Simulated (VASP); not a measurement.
All values below come from PBE GGA + U (Dudarev), VASP's PBE PAW potentials (set 64) (plane waves; VASP 6.6.1).

Input for VASP

INCAR:
```
! general
SYSTEM   =Ni3Si
PREC     =Accurate
ENCUT    =400   ! plane-wave cut-off (eV)
LREAL    =.FALSE.   ! projection in real space or not
LASPH    =.TRUE.

! electronic loop
EDIFF    =1E-6
NELM     =100   ! most electronic steps
ALGO     =Normal   ! blocked Davidson
LMAXMIX  =4   ! l cut-off of mixed one-centre charges

! smearing
ISMEAR   =1   ! Methfessel-Paxton
SIGMA    =0.1   ! width (eV)

! functional
GGA      =PE   ! PBE

! DFT+U
LDAU     =.TRUE.
LDAUTYPE =2
LDAUL    =-1 2
LDAUU    =0 3.0
LDAUJ    =0 0
LDAUPRINT=1

! ions
ISIF     =2   ! forces and stress, cell fixed

! output
LWAVE    =.FALSE.
LCHARG   =.FALSE.
LORBIT   =10
```

### KPOINTS
```
Regular mesh
0
Gamma
  8 8 8
```

File POSCAR:
```
Ni3Si
1.0
  3.5100000000   0.0000000000   0.0000000000
  0.0000000000   3.5100000000   0.0000000000
  0.0000000000   0.0000000000   3.5100000000
Si Ni
1 3
Cartesian
  0.0000000000   0.0000000000   0.0000000000
  0.0000000000   1.7550000000   1.7550000000
  1.7550000000   0.0000000000   1.7550000000
  1.7550000000   1.7550000000   0.0000000000
```

POTCAR, in this order: Si Ni (PBE.64 set). Program: vasp_std.

What VASP printed:

**OSZICAR**
```
       N       E                     dE             d eps       ncg     rms          rms(c)
DAV:   1     0.182988544872E+03    0.18299E+03   -0.13624E+04  1470   0.180E+03
DAV:   2    -0.108913150915E+02   -0.19388E+03   -0.18673E+03  1470   0.335E+02
DAV:   3    -0.202333430521E+02   -0.93420E+01   -0.90506E+01  1598   0.103E+02
DAV:   4    -0.204111035306E+02   -0.17776E+00   -0.17684E+00  1680   0.123E+01
DAV:   5    -0.204167650371E+02   -0.56615E-02   -0.56610E-02  1706   0.214E+00    0.174E+01
DAV:   6    -0.203675817538E+02    0.49183E-01   -0.35406E+01  1643   0.993E+01    0.134E+01
DAV:   7    -0.180442885845E+02    0.23233E+01   -0.10795E+01  1605   0.559E+01    0.405E+00
DAV:   8    -0.180043359827E+02    0.39953E-01   -0.48129E-01  1554   0.564E+00    0.117E+00
DAV:   9    -0.179974216083E+02    0.69144E-02   -0.19476E-02  1963   0.188E+00    0.579E-01
DAV:  10    -0.179960058394E+02    0.14158E-02   -0.29029E-03  2003   0.437E-01    0.229E-01
DAV:  11    -0.179959618590E+02    0.43980E-04   -0.74836E-04  2184   0.310E-01    0.607E-02
DAV:  12    -0.179959380110E+02    0.23848E-04   -0.14634E-04  1596   0.159E-01    0.144E-02
DAV:  13    -0.179959381151E+02   -0.10411E-06   -0.10035E-05  1647   0.251E-02    0.690E-03
DAV:  14    -0.179959375624E+02    0.55266E-06   -0.52669E-07   835   0.726E-03
   1 F= -.17995938E+02 E0= -.17996567E+02  d E =0.188777E-02
```

OUTCAR:
```
------------------------ aborting loop because EDIFF is reached ----------------------------------------
  FORCE on cell =-STRESS in cart. coord.  units (eV):
  Direction    XX          YY          ZZ          XY          YZ          ZX
  --------------------------------------------------------------------------------------
  Total       -2.2528240     -2.2528240     -2.2528240     -0.0000000      0.0000000      0.0000000
  in kB      -83.4673247    -83.4673247    -83.4673247     -0.0000000      0.0000000      0.0000000
  external PRESSURE =     -83.4673247 kB  Pullay stress =       0.0000000 kB
  volume of cell :       43.24
      direct lattice vectors                 reciprocal lattice vectors
     3.510000000  0.000000000  0.000000000     0.284900285  0.000000000  0.000000000
     0.000000000  3.510000000  0.000000000     0.000000000  0.284900285  0.000000000
     0.000000000  0.000000000  3.510000000     0.000000000  0.000000000  0.284900285
 POSITION                                       TOTAL-FORCE (eV/Angst)
 -----------------------------------------------------------------------------------
      0.00000      0.00000      0.00000         0.000000      0.000000      0.000000
      0.00000      1.75500      1.75500         0.000000      0.000000      0.000000
      1.75500      0.00000      1.75500         0.000000      0.000000      0.000000
      1.75500      1.75500      0.00000         0.000000      0.000000      0.000000
 -----------------------------------------------------------------------------------
    total drift:                                0.000000     -0.000000     -0.000000
  FREE ENERGIE OF THE ION-ELECTRON SYSTEM (eV)
  ---------------------------------------------------
  free  energy   TOTEN  =       -17.9959375624 eV

  energy  without entropy=      -17.9978253325  energy(sigma->0) =      -17.99656682

 total charge

# of ion       s       p       d       tot
------------------------------------------
    1        0.737   0.796   0.000   1.533
    2        0.468   0.527   8.550   9.546
    3        0.468   0.527   8.550   9.546
    4        0.468   0.527   8.550   9.546
--------------------------------------------------
tot          2.142   2.378  25.650  30.170
```
(Selected blocks of OUTCAR.)

OUTCAR:
```
 val. band max:       10.0592038646   @ k =   0.1250   0.1250   0.0000

 cond. band min:      10.1218279179   @ k =   0.5000   0.3750   0.3750


 Fermi energy:        10.1004707711

 k-point     1 :       0.0000    0.0000    0.0000
  band No.  band energies     occupation
      1      -1.3985      2.00000
      2       5.1646      2.00000
      3       6.0015      2.00000
      4       6.0015      2.00000
      5       6.5281      2.00000
      6       6.5281      2.00000
      7       6.5281      2.00000
      8       8.4868      2.00000
      9       8.4868      2.00000
     10       8.4868      2.00000
     11       9.2823      2.00000
     12       9.2823      2.00000
     13       9.6338      2.00000
     14       9.6338      2.00000
     15       9.6338      2.00000
     16       9.6930      2.00000
     17      10.1493      0.27303
     18      10.1493      0.27303
     19      10.1493      0.27303
     20      15.0845      0.00000
     21      16.5992      0.00000

 k-point     2 :       0.1250    0.0000    0.0000
  band No.  band energies     occupation
      1      -1.2186      2.00000
      2       5.2208      2.00000
      3       5.8024      2.00000
      4       6.1307      2.00000
      5       6.5199      2.00000
      6       6.5199      2.00000
      7       6.5821      2.00000
      8       8.2701      2.00000
      9       8.2701      2.00000
     10       8.4283      2.00000
     11       8.9248      2.00000
     12       9.2846      2.00000
     13       9.3812      2.00000
     14       9.4917      2.00000
     15       9.4917      2.00000
     16       9.6194      2.00000
     17      10.1493      0.27292
     18      10.6676     -0.00000
     19      10.6676     -0.00000
     20      15.4352      0.00000
     21      16.5666      0.00000

 k-point     3 :       0.2500    0.0000    0.0000
  band No.  band energies     occupation
      1      -0.6987      2.00000
      2       4.7510      2.00000
      3       5.6959      2.00000
...
```

The compound is Ni3Si in the L1_2 structure. The cell was not relaxed at this level. The run is one of a series of settings (LDAU = .TRUE., LDAUJ = 0 0, LDAUL = -1 2, LDAUTYPE = 2, LDAUU = 0 3.0 against the base run), some of them coarse on purpose. The run is not spin-polarised, so no magnetic state was tried.
